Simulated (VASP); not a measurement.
An input for Quantum ESPRESSO's pw.x (written as the equivalent of a VASP run, and not itself run):

```
&CONTROL
  calculation = 'scf'
  pseudo_dir = './pseudo'
  outdir = './out'
  tprnfor = .true.
  tstress = .true.
/
&SYSTEM
  ibrav = 0
  nat = 7
  ntyp = 4
  ecutwfc = 84
  occupations = 'smearing'
  smearing = 'gaussian'
  degauss = 0.000735
  input_dft = 'pbesol'
/
&ELECTRONS
  conv_thr = 7.3e-08
  electron_maxstep = 100
/
ATOMIC_SPECIES
  Ba 137.327 Ba.upf
  Sc 44.956 Sc.upf
  O 15.999 O.upf
  F 18.998 F.upf
CELL_PARAMETERS angstrom
    -2.0393850    2.0393850    6.6696250
     2.0393850   -2.0393850    6.6696250
     2.0393850    2.0393850   -6.6696250
ATOMIC_POSITIONS crystal
  Ba   0.6366000  0.6366000  0.0000000
  Ba   0.3613500  0.3613500  0.0000000
  Sc   0.9874000  0.9874000  0.0000000
  O    0.0059800  0.5059800  0.5000000
  O    0.5059800  0.0059800  0.5000000
  O    0.8381700  0.8381700  0.0000000
  F    0.1645300  0.1645300  0.0000000
K_POINTS automatic
  6 6 6 0 0 0
```

Problem. Translate this input to VASP (INCAR, KPOINTS, POSCAR, choice of POTCAR).

Solution. One answer among several that fit: 
KPOINTS:
```
kpoints
0
Gamma
  6 6 6
```

**INCAR**
```
! general
SYSTEM   =  Ba2ScO3F
PREC     =  Accurate
ENCUT    =  400
LREAL    =  .FALSE.
LASPH    =  .TRUE.

! electronic loop
EDIFF    =  1E-6
NELM     =  100
ALGO     =  Normal
LMAXMIX  =  4

! smearing
ISMEAR   =  0
SIGMA    =  0.01

! functional
GGA      =  PS

! ions
ISIF     =  2

! output
LWAVE    =  .FALSE.
LCHARG   =  .FALSE.
```

### POSCAR
```
Ba2ScO3F
1
   -2.0393850000     2.0393850000     6.6696250000
    2.0393850000    -2.0393850000     6.6696250000
    2.0393850000     2.0393850000    -6.6696250000
Ba Sc O F
2 1 3 1
Direct
  0.6366000000   0.6366000000   0.0000000000
  0.3613500000   0.3613500000   0.0000000000
  0.9874000000   0.9874000000   0.0000000000
  0.0059800000   0.5059800000   0.5000000000
  0.5059800000   0.0059800000   0.5000000000
  0.8381700000   0.8381700000   0.0000000000
  0.1645300000   0.1645300000   0.0000000000
```

POTCAR, in this order: Ba_sv Sc_sv O F (PBE.64 set). Program: vasp_std.

Limits of the translation: the potentials are each code's own (VASP's PAW set, PseudoDojo norm-conserving files in pw.x), so ENCUT and ecutwfc are chosen apart and not converted; conv_thr bounds pw.x's estimated SCF error, while EDIFF bounds the energy change between steps.

The structure comes from a computed database's Ba2ScO3F entry; how it stands against other phases isn't given here. The cell was not relaxed at this level, and its volume differs by -5.9 % from the start's.
